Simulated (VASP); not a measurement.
## Te₂W (relaxed from the cotunnite structure, space group Pnma): computed properties

Level of theory: PBEsol GGA, VASP's PBE PAW potentials (set 64) (plane waves; VASP).

```yaml
space_group: Pnma (62)
cell: a = 7.642 Å, b = 3.625 Å, c = 9.662 Å, α = β = γ = 90.00°
volume_per_atom: 22.30 Å^3/atom
band gap (over mesh and band path): none (metal, semimetal or under 0.01 eV)
density: 10.90 g/cm³
```

WTe₂ is taken in the orthorhombic space group Pnma (No. 62), Pearson symbol oP12. Conventional cell: a = 7.6421 Å, b = 3.6249 Å, c = 9.6623 Å, α = β = γ = 90.00°. W on 4c sees 6 Te at 2.735–2.869 Å and 1 Te at 3.114 Å and 2 Te at 3.708 Å. Te1 on 4c is coordinated by 3 W at 2.772–2.869 Å and 1 W at 3.114 Å. Te2 on 4c is coordinated by 3 W at 2.735–2.834 Å and 2 W at 3.708 Å (no clear gap to further neighbours). (Neighbours: up to the widest gap in distance over summed covalent radii, below 1.35, at either atom; cation-cation and far metal-metal contacts left out.)

Unless said otherwise, spin-orbit coupling is left out, though it shifts the bands of the heavy elements here.

The structure was generated: Te2W was put into the cotunnite type (Pnma), which need not be its known phase. It was relaxed first, which changed the volume by -26 %. Symmetry was kept, so distortions that lower it aren't found.
